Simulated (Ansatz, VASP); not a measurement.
# Cross-check of Ge (amorphous Ge at 5.20 g/cm^3) between VASP and Ansatz, part 2 of 2

Wanted: the spread between two codes on one cell, functional and k mesh. The cell is taken from a series of runs on this material, whose earlier steps may have relaxed, scaled, displaced or heated it; both programs get it as it stands.

VASP 6.6.1 and Ansatz 0.2.0.

So far. Step 2 (VASP: single point, PBE, pair 1): The run ends at a pressure of 2.78 GPa, with forces up to 1.2 eV/Å.

## 5. Ansatz: single point, PBE, pair 2

Level of this step: Ansatz beside VASP: Kohn-Sham DFT, plane waves, PBE (Ansatz).

With cell and atoms fixed, the geometry can't cause a difference; cores, projectors, grids and the points listed under the comparison can.

The cell is taken from a series of runs on this material, whose earlier steps may have relaxed, scaled, displaced or heated it; both programs get it as it stands.

input.yaml reads:

```yaml
crystal:
  lattice:
    - [11.8625, 0.0, 0.0]
    - [0.0, 11.8625, 0.0]
    - [0.0, 0.0, 11.8625]
  atoms:
    - { symbol: Ge, position: [0.6959, 0.53868, 0.96022] }
    - { symbol: Ge, position: [0.09382, 0.8244, 0.80642] }
    - { symbol: Ge, position: [0.25314, 0.07525, 0.1477] }
    - { symbol: Ge, position: [0.37209, 0.80603, 0.49107] }
    - { symbol: Ge, position: [0.98936, 0.46847, 0.05414] }
    - { symbol: Ge, position: [0.47877, 0.08612, 0.69145] }
    - { symbol: Ge, position: [0.50606, 0.84964, 0.12079] }
    - { symbol: Ge, position: [0.37902, 0.43288, 0.88473] }
    - { symbol: Ge, position: [0.97572, 0.79206, 0.14616] }
    - { symbol: Ge, position: [0.33323, 0.59331, 0.14728] }
    - { symbol: Ge, position: [0.74556, 0.2248, 0.10528] }
    - { symbol: Ge, position: [0.56193, 0.6748, 0.87847] }
    - { symbol: Ge, position: [0.96576, 0.20834, 0.85278] }
    - { symbol: Ge, position: [0.92216, 0.97151, 0.25622] }
    - { symbol: Ge, position: [0.25427, 0.34547, 0.73633] }
    - { symbol: Ge, position: [0.88877, 0.6062, 0.69684] }
    - { symbol: Ge, position: [0.35115, 0.35148, 0.06994] }
    - { symbol: Ge, position: [0.27977, 0.14621, 0.45521] }
    - { symbol: Ge, position: [0.9711, 0.01789, 0.60641] }
    - { symbol: Ge, position: [0.83092, 0.06397, 0.763] }
    - { symbol: Ge, position: [0.2372, 0.54004, 0.6529] }
    - { symbol: Ge, position: [0.89172, 0.57815, 0.9005] }
    - { symbol: Ge, position: [0.77684, 0.4497, 0.42226] }
    - { symbol: Ge, position: [0.49592, 0.07369, 0.90838] }
    - { symbol: Ge, position: [0.1794, 0.44285, 0.14366] }
    - { symbol: Ge, position: [0.5846, 0.37796, 0.88839] }
    - { symbol: Ge, position: [0.6785, 0.06883, 0.60796] }
    - { symbol: Ge, position: [0.26274, 0.52577, 0.44483] }
    - { symbol: Ge, position: [0.27702, 0.81201, 0.89758] }
    - { symbol: Ge, position: [0.05601, 0.12678, 0.19671] }
    - { symbol: Ge, position: [0.63378, 0.41775, 0.69347] }
    - { symbol: Ge, position: [0.31533, 0.98293, 0.58192] }
    - { symbol: Ge, position: [0.67346, 0.19082, 0.90639] }
    - { symbol: Ge, position: [0.945, 0.25898, 0.05879] }
    - { symbol: Ge, position: [0.18373, 0.74794, 0.17767] }
    - { symbol: Ge, position: [0.92246, 0.89173, 0.45122] }
    - { symbol: Ge, position: [0.5616, 0.3307, 0.51837] }
    - { symbol: Ge, position: [0.61875, 0.5979, 0.45262] }
    - { symbol: Ge, position: [0.30273, 0.8862, 0.09132] }
    - { symbol: Ge, position: [0.40196, 0.13076, 0.28755] }
    - { symbol: Ge, position: [0.58887, 0.61996, 0.67412] }
    - { symbol: Ge, position: [0.68291, 0.37256, 0.23315] }
    - { symbol: Ge, position: [0.14954, 0.00056, 0.70749] }
    - { symbol: Ge, position: [0.21869, 0.72007, 0.37852] }
    - { symbol: Ge, position: [0.58755, 0.87842, 0.92996] }
    - { symbol: Ge, position: [0.96019, 0.54058, 0.37266] }
    - { symbol: Ge, position: [0.77957, 0.88466, 0.85327] }
    - { symbol: Ge, position: [0.47403, 0.32477, 0.24094] }
    - { symbol: Ge, position: [0.45472, 0.47419, 0.39046] }
    - { symbol: Ge, position: [0.37105, 0.63181, 0.94278] }
    - { symbol: Ge, position: [0.16877, 0.16829, 0.83169] }
    - { symbol: Ge, position: [0.93714, 0.78417, 0.94173] }
    - { symbol: Ge, position: [0.74759, 0.75856, 0.68672] }
    - { symbol: Ge, position: [0.09244, 0.2153, 0.38154] }
    - { symbol: Ge, position: [0.3966, 0.682, 0.6533] }
    - { symbol: Ge, position: [0.55498, 0.98767, 0.26716] }
    - { symbol: Ge, position: [0.07654, 0.67233, 0.66475] }
    - { symbol: Ge, position: [0.43479, 0.86446, 0.76963] }
    - { symbol: Ge, position: [0.12276, 0.41678, 0.34137] }
    - { symbol: Ge, position: [0.00509, 0.33695, 0.68694] }
    - { symbol: Ge, position: [0.51674, 0.67184, 0.23848] }
    - { symbol: Ge, position: [0.73975, 0.08618, 0.26409] }
    - { symbol: Ge, position: [0.82778, 0.42642, 0.62651] }
    - { symbol: Ge, position: [0.68758, 0.56614, 0.16253] }
    - { symbol: Ge, position: [0.72377, 0.88077, 0.5204] }
    - { symbol: Ge, position: [0.31983, 0.16254, 0.97748] }
    - { symbol: Ge, position: [0.74009, 0.2041, 0.45364] }
    - { symbol: Ge, position: [0.3831, 0.25628, 0.59759] }
    - { symbol: Ge, position: [0.55878, 0.8188, 0.39922] }
    - { symbol: Ge, position: [0.89307, 0.60424, 0.19054] }
    - { symbol: Ge, position: [0.03191, 0.71509, 0.46844] }
    - { symbol: Ge, position: [0.94847, 0.20669, 0.53004] }
kpoints:
  mp_grid: { grid: [1, 1, 1] }
hamiltonian:
  xc: pbe
scf:
  occupations: { method: fermi_dirac, width: 0.025 }
output:
  forces: true
  stress: true
  populations: true
  dos:
    method: { smearing: { sigma: 0.08 } }
    de: 0.05
    projected: { site_lists: { Ge: [Ge] } }
  eigenvalues: true
  write_density: true
  write_potential: true
  volumetric_format: npy
```

Started as:

```sh
ansatz run input.yaml --threads 4 --pin off --max-ram 8192MiB --backend cpu --events-out ev --progress --plain --runs-dir out
```

Numbers of over 12 decimals in the logs are rounded to 6 here.

The program printed:

```text
[...]
Crystal: 72 atoms, lattice volume = 1669.278 Å³
Basis set: ecut = 420 eV, 32531 PW (Γ), exchange–correlation on 160×160×160 points (8 copies of the dense FFT grid, shifted against one another)
Bands: 605, of which v1, the nominal top of the filled ones, is band 504 counted from 1 (503 counted from 0)
Symmetry: 1 space group operations
[...]
k-points: 1
[...]
--- Löwdin populations: 72 sites ---
  site symbol       q [e]
     0     Ge     13.9778
     1     Ge     13.9698
     2     Ge     13.9738
     3     Ge     13.9735
     4     Ge     13.9811
     5     Ge     13.9935
     6     Ge     14.0003
     7     Ge     13.9758
[...]
68     Ge     13.9671
    69     Ge     13.9720
    70     Ge     13.9723
    71     Ge     13.9741
  spilling = 0.001696 (of n_electrons = 1008.000000)
[key lines of the parts left out:]
SCF converged after 13 iterations
Free energy (F): -309222.964912 eV
Fermi energy:    8.001444 eV
P = ⅓ Tr σ = 2.7756 GPa (27.756 kbar)
```

## 6. VASP: single point, PBE, pair 2

The same cell, functional, mesh and smearing now go to VASP, with its own data sets.

INCAR reads:

```
SYSTEM = Ge
PREC = Accurate
ENCUT = 500
EDIFF = 1E-06
NELM = 120
ISMEAR = -1
SIGMA = 0.025
LREAL = Auto
ALGO = Normal
GGA = PE
NBANDS = 584
LORBIT = 11
LWAVE = .FALSE.
LCHARG = .FALSE.
ISIF = 2
LASPH = .TRUE.
GGA_COMPAT = .FALSE.
EFERMI = MIDGAP
NCORE = 2
```

POSCAR reads:

```
Ge
1.0
   11.8625000000      0.0000000000      0.0000000000
    0.0000000000     11.8625000000      0.0000000000
    0.0000000000      0.0000000000     11.8625000000
Ge
72
Direct
    0.6959000000      0.5386800000      0.9602200000
    0.0938200000      0.8244000000      0.8064200000
    0.2531400000      0.0752500000      0.1477000000
    0.3720900000      0.8060300000      0.4910700000
    0.9893600000      0.4684700000      0.0541400000
    0.4787700000      0.0861200000      0.6914500000
    0.5060600000      0.8496400000      0.1207900000
    0.3790200000      0.4328800000      0.8847300000
    0.9757200000      0.7920600000      0.1461600000
    0.3332300000      0.5933100000      0.1472800000
    0.7455600000      0.2248000000      0.1052800000
    0.5619300000      0.6748000000      0.8784700000
    0.9657600000      0.2083400000      0.8527800000
    0.9221600000      0.9715100000      0.2562200000
    0.2542700000      0.3454700000      0.7363300000
    0.8887700000      0.6062000000      0.6968400000
    0.3511500000      0.3514800000      0.0699400000
    0.2797700000      0.1462100000      0.4552100000
    0.9711000000      0.0178900000      0.6064100000
    0.8309200000      0.0639700000      0.7630000000
    0.2372000000      0.5400400000      0.6529000000
    0.8917200000      0.5781500000      0.9005000000
    0.7768400000      0.4497000000      0.4222600000
    0.4959200000      0.0736900000      0.9083800000
    0.1794000000      0.4428500000      0.1436600000
    0.5846000000      0.3779600000      0.8883900000
    0.6785000000      0.0688300000      0.6079600000
    0.2627400000      0.5257700000      0.4448300000
    0.2770200000      0.8120100000      0.8975800000
    0.0560100000      0.1267800000      0.1967100000
    0.6337800000      0.4177500000      0.6934700000
    0.3153300000      0.9829300000      0.5819200000
    0.6734600000      0.1908200000      0.9063900000
    0.9450000000      0.2589800000      0.0587900000
    0.1837300000      0.7479400000      0.1776700000
    0.9224600000      0.8917300000      0.4512200000
    0.5616000000      0.3307000000      0.5183700000
    0.6187500000      0.5979000000      0.4526200000
    0.3027300000      0.8862000000      0.0913200000
    0.4019600000      0.1307600000      0.2875500000
    0.5888700000      0.6199600000      0.6741200000
    0.6829100000      0.3725600000      0.2331500000
    0.1495400000      0.0005600000      0.7074900000
    0.2186900000      0.7200700000      0.3785200000
    0.5875500000      0.8784200000      0.9299600000
    0.9601900000      0.5405800000      0.3726600000
    0.7795700000      0.8846600000      0.8532700000
    0.4740300000      0.3247700000      0.2409400000
    0.4547200000      0.4741900000      0.3904600000
    0.3710500000      0.6318100000      0.9427800000
    0.1687700000      0.1682900000      0.8316900000
    0.9371400000      0.7841700000      0.9417300000
    0.7475900000      0.7585600000      0.6867200000
    0.0924400000      0.2153000000      0.3815400000
    0.3966000000      0.6820000000      0.6533000000
    0.5549800000      0.9876700000      0.2671600000
    0.0765400000      0.6723300000      0.6647500000
    0.4347900000      0.8644600000      0.7696300000
    0.1227600000      0.4167800000      0.3413700000
    0.0050900000      0.3369500000      0.6869400000
    0.5167400000      0.6718400000      0.2384800000
    0.7397500000      0.0861800000      0.2640900000
    0.8277800000      0.4264200000      0.6265100000
    0.6875800000      0.5661400000      0.1625300000
    0.7237700000      0.8807700000      0.5204000000
    0.3198300000      0.1625400000      0.9774800000
    0.7400900000      0.2041000000      0.4536400000
    0.3831000000      0.2562800000      0.5975900000
    0.5587800000      0.8188000000      0.3992200000
    0.8930700000      0.6042400000      0.1905400000
    0.0319100000      0.7150900000      0.4684400000
    0.9484700000      0.2066900000      0.5300400000
```

KPOINTS reads:

```
Automatic mesh
0
Gamma
1 1 1
0 0 0
```

Potentials, in the order of the species: Ge_d (PBE family, release 64).

Started as:

```sh
mpirun -np 8 vasp_gam
```

The program printed:

```text
[... set-up lines as in an earlier step ...]
 entering main loop
       N       E                     dE             d eps       ncg     rms          rms(c)
DAV:   1     0.212274465226E+05    0.21227E+05   -0.39757E+05  1184   0.537E+03
DAV:   2     0.511626305644E+04   -0.16111E+05   -0.15457E+05  1168   0.123E+03
DAV:   3     0.775027777204E+03   -0.43412E+04   -0.41888E+04  1168   0.332E+02
DAV:   4    -0.201010913452E+03   -0.97604E+03   -0.89077E+03  1312   0.144E+02
[...]
DAV:  17    -0.309437280417E+03   -0.12628E-04   -0.12141E-04  1272   0.549E-02    0.438E-03
DAV:  18    -0.309437281475E+03   -0.10582E-05   -0.13561E-05  1168   0.267E-02    0.223E-03
DAV:  19    -0.309437281788E+03   -0.31327E-06   -0.67195E-06  1112   0.153E-02
   1 F= -.30943728E+03 E0= -.30943525E+03  d E =-.407239E-02
```

From OUTCAR (step 6):

```text
 POSITION                                       TOTAL-FORCE (eV/Angst)
 -----------------------------------------------------------------------------------
      8.25511      6.39009     11.39061         0.000622      0.002703      0.004244
      1.11294      9.77944      9.56616         0.008010     -0.005660      0.011943
      3.00287      0.89265      1.75209         0.003694     -0.006414     -0.016154
      4.41392      9.56153      5.82532        -0.006224      0.000901     -0.008342
     11.73628      5.55723      0.64224         0.000189     -0.003928      0.015826
      5.67941      1.02160      8.20233        -0.005157      0.004955      0.004710
      6.00314     10.07885      1.43287        -0.007644     -0.006961      0.006078
      4.49612      5.13504     10.49511        -0.005596      0.005723      0.022378
     11.57448      9.39581      1.73382         0.014307      0.006202      0.002630
      3.95294      7.03814      1.74711         0.018088      0.019626      0.018592
      8.84421      2.66669      1.24888         0.006593      0.007052      0.004943
      6.66589      8.00481     10.42085         0.012525     -0.005553      0.026451
     11.45633      2.47143     10.11610         0.006355     -0.005350      0.019254
     10.93912     11.52454      3.03941        -0.006582      0.003517     -0.002174
[...]
-----------------------------------------------------------------------------------
    total drift:                                0.002969     -0.000724     -0.001247

  FREE ENERGIE OF THE ION-ELECTRON SYSTEM (eV)
  ---------------------------------------------------
  free  energy   TOTEN  =      -309.4372817882 eV

  energy  without entropy=     -309.4332094017  energy(sigma->0) =     -309.43524559

[... 1 further part left out ...]
```

The run ends at a pressure of 2.67 GPa, with forces up to 0.044 eV/Å.

## 7. Differences

What differs besides the data sets and the points named for the pairs above, as far as they apply: the cutoff is 420 eV in Ansatz and 500 eV in VASP (PREC = Accurate, projectors in real space). Total energies have different zeros and are not compared.

Both answers:

```csv
quantity,Ansatz,VASP,difference
pressure (GPa),2.78,2.67,+0.10
gap on the k mesh (eV),0.251,0.249,+0.001
```

The largest component of a force difference here is 5 meV/Å. A gap on the mesh is an upper bound, since the band edges may lie between its points.

## 8. What came out

* r.m.s. force difference (single point, PBE, pair 1): 1.0 % of the r.m.s. force
* difference in gap on the k mesh (single point, PBE, pair 2): 0.0013 eV

What this shows: The r.m.s. force difference is 1.0 % of the r.m.s. force (single point, PBE, pair 1), within the 3 % picked in this series as the mark of a large difference. How closely two codes agree says nothing of how well the functional describes the real material.

[Lines on the potential files, build, host, timing and source positions are cut from VASP's logs without a mark.]

[Logs are printed without paths, hosts, clocks, repeated set-up lines and the standing remarks that a program may print on its own settings, such as how far it seeks lower states.]

[Hosts, paths, dates, database ids (printed as entryN), source tags and the programs' standing remarks are cut or masked in the printed files.]
